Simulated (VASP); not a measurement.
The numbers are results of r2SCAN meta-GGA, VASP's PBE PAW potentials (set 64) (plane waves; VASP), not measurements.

A VASP calculation is set up with these files.

KPOINTS:
```
K-points
0
Gamma
  15 15 15
```

**INCAR**
```
SYSTEM = Pd
PREC = Accurate; ENCUT = 400; LREAL = F
LASPH = T
EDIFF = 1E-6; NELM = 100; ALGO = Normal
LMAXMIX = 4; LMIXTAU = T
ISMEAR = 1; SIGMA = 0.1
METAGGA = R2SCAN
IBRION = 2; NSW = 60; ISIF = 3
EDIFFG = -0.01
LWAVE = F; LCHARG = F
```

**POSCAR**
```
Pd
1
   -1.5547164127     1.5547164127     1.5547164127
    1.5547164127    -1.5547164127     1.5547164127
    1.5547164127     1.5547164127    -1.5547164127
Pd
1
Direct
  0.0000000000   0.0000000000   0.0000000000
```

POTCAR, in this order: Pd (PBE.64 set). Program: vasp_std.

Output

**OSZICAR**
```
       N       E                     dE             d eps       ncg     rms          rms(c)
DAV:   1     0.113151728712E+02    0.11315E+02   -0.45806E+03  2224   0.856E+02
DAV:   2    -0.257216590693E+02   -0.37037E+02   -0.35792E+02  2302   0.174E+02
DAV:   3    -0.260073847495E+02   -0.28573E+00   -0.28560E+00  2585   0.181E+01
DAV:   4    -0.260090824209E+02   -0.16977E-02   -0.16975E-02  2735   0.120E+00
DAV:   5    -0.260091020235E+02   -0.19603E-04   -0.19602E-04  2748   0.978E-02    0.827E+00
DAV:   6    -0.226751998435E+02    0.33339E+01   -0.68133E+00  2221   0.239E+01    0.394E+00
DAV:   7    -0.229092122555E+02   -0.23401E+00   -0.82979E-01  2255   0.634E+00    0.243E+00
DAV:   8    -0.229019745550E+02    0.72377E-02   -0.25692E-02  2272   0.132E+00    0.242E-01
DAV:   9    -0.229086134485E+02   -0.66389E-02   -0.10556E-02  2263   0.929E-01    0.819E-02
DAV:  10    -0.229090792590E+02   -0.46581E-03   -0.45350E-04  2557   0.193E-01    0.214E-02
DAV:  11    -0.229091370939E+02   -0.57835E-04   -0.43114E-04  2908   0.151E-01    0.280E-02
DAV:  12    -0.229091176446E+02    0.19449E-04   -0.36394E-05  2277   0.665E-02    0.114E-02
DAV:  13    -0.229091344827E+02   -0.16838E-04   -0.10158E-05  2263   0.275E-02    0.357E-03
DAV:  14    -0.229091341034E+02    0.37931E-06   -0.29204E-06  1395   0.106E-02
   1 F= -.22909134E+02 E0= -.22909014E+02  d E =-.229091E+02
```

File OUTCAR:
```
------------------------ aborting loop because EDIFF is reached ----------------------------------------
  FORCE on cell =-STRESS in cart. coord.  units (eV):
  Direction    XX          YY          ZZ          XY          YZ          ZX
  --------------------------------------------------------------------------------------
  Total        0.0059698      0.0059698      0.0059698     -0.0000000     -0.0000000     -0.0000000
  in kB        0.6362928      0.6362928      0.6362928     -0.0000000     -0.0000000     -0.0000000
  external PRESSURE =       0.6362928 kB  Pullay stress =       0.0000000 kB
  volume of cell :       15.03
      direct lattice vectors                 reciprocal lattice vectors
    -1.554716413  1.554716413  1.554716413     0.000000000  0.321602059  0.321602059
     1.554716413 -1.554716413  1.554716413     0.321602059  0.000000000  0.321602059
     1.554716413  1.554716413 -1.554716413     0.321602059  0.321602059  0.000000000
 POSITION                                       TOTAL-FORCE (eV/Angst)
 -----------------------------------------------------------------------------------
      0.00000      0.00000      0.00000        -0.000000      0.000000     -0.000000
 -----------------------------------------------------------------------------------
    total drift:                                0.000000     -0.000000      0.000000
  FREE ENERGIE OF THE ION-ELECTRON SYSTEM (eV)
  ---------------------------------------------------
  free  energy   TOTEN  =       -22.9091341034 eV

  energy  without entropy=      -22.9087750991  energy(sigma->0) =      -22.90901444

 reached required accuracy - stopping structural energy minimisation
```
(Selected blocks of OUTCAR.)

The structure was generated: Pd was put into the bcc type (Im-3m), which need not be its known phase. It was relaxed first. The start is the result of an earlier pass.
